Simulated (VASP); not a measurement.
The system is Re.

```xyz
2
Lattice="2.7600 0.0000 0.0000 -1.3800 2.3902 0.0000 0.0000 0.0000 4.4500" Properties=species:S:1:pos:R:3 pbc="T T T"
Re    0.0000    1.5935    1.1125
Re    1.3800    0.7967    3.3375
```

The cell was built by a generator and needn't be a form met in nature.

* Program: VASP 6.6.1
* Task: relaxation of cell and atoms
* Functional: PBE
* Potentials or basis: VASP PAW PBE potentials, release 64 (Re)
* Cutoff: 600 eV
* k mesh: 18 × 18 × 10
* Occupations: methfessel-paxton, width 0.1 eV
* Spin: no spin polarisation

At the start: pressure 6.7 GPa; volume 14.68 Å³/atom.

Q: Where does the relaxation end?

A: Over 10 steps the energy falls by 5.2 meV/atom and the volume is 14.93 Å³/atom (+1.7 %); space group P6_3/mmc (No. 194, to 0.05 Å).

The path:
```tsv
step	energy change (eV)	largest force (eV/Å)	pressure (GPa)	volume (Å³)
1	0.0000	0.0000	6.67	29.36
2	0.1506	0.0000	-22.23	32.03
3	-0.0104	0.0000	-0.23	29.88
4	-0.0104	0.0000	-0.07	29.87
5	-0.0104	0.0000	0.07	29.85
6	-0.0105	0.0000	0.17	29.85
7	-0.0105	0.0000	0.15	29.85
8	-0.0105	0.0000	0.15	29.85
9	-0.0104	0.0000	-0.40	29.90
10	-0.0105	0.0000	0.01	29.86
```

Final structure:
```
Re
1.0
     2.77359    0.00000    0.00000
    -1.38680    2.40200    0.00000
     0.00000    0.00000    4.48243
Re
2
Direct
  0.33333 0.66667 0.25000
  0.66667 0.33333 0.75000
```
